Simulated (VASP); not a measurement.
A run of VASP 6.6.1 is set up as follows.

Contents of INCAR:

```
SYSTEM = TiOs2
PREC     = Accurate       ! precision mode
ENCUT    = 600            ! plane-wave cutoff, eV
EDIFF    = 1E-7           ! SCF threshold, eV
ISMEAR   = 1              ! smearing method
SIGMA    = 0.2            ! smearing width, eV
LREAL    = .False.        ! projectors in reciprocal space
LASPH    = .True.         ! aspherical terms in the spheres
NELM     = 80             ! most SCF steps
ALGO     = Normal         ! electronic algorithm
ISIF     = 3              ! what is computed and relaxed
LWAVE    = .False.        ! write WAVECAR
LCHARG   = .False.        ! write CHGCAR
GGA      = PE             ! functional
IBRION   = 2              ! ionic algorithm
NSW      = 40             ! ionic steps
EDIFFG   = -0.01          ! ionic threshold
```

File KPOINTS:

```
regular mesh
0
Gamma
  9 9 3
  0 0 0
```

Contents of POSCAR:

```
TiOs2
1.0
    3.0219258000      0.0000000000      0.0000000000
    0.0000000000      3.0219258000      0.0000000000
    0.0000000000      0.0000000000      9.1458031700
Ti Os
2 4
Direct
    0.0000000000      0.5000000000      0.6478056900
    0.5000000000      0.0000000000      0.3521943100
    0.5000000000      0.0000000000      0.7668342600
    0.0000000000      0.5000000000      0.2331657400
    0.0000000000      0.5000000000      0.9256590600
    0.5000000000      0.0000000000      0.0743409400
```

Potentials or basis: VASP PAW PBE potentials, release 64 (Ti_sv, Os).

The run is started by

```console
$ cat potpaw_PBE.64/Ti_sv/POTCAR potpaw_PBE.64/Os/POTCAR > POTCAR
$ mpirun -np 1 vasp_std > vasp.out
```

(1) What does it give for the band gap on the k mesh?

(2) Estimate the relaxed cell.

Results:

(1) none (metal or under the smearing width).

(2) a = 3.176 Å, b = 3.176 Å, c = 9.030 Å, α = 90.00°, β = 90.00°, γ = 90.00°.
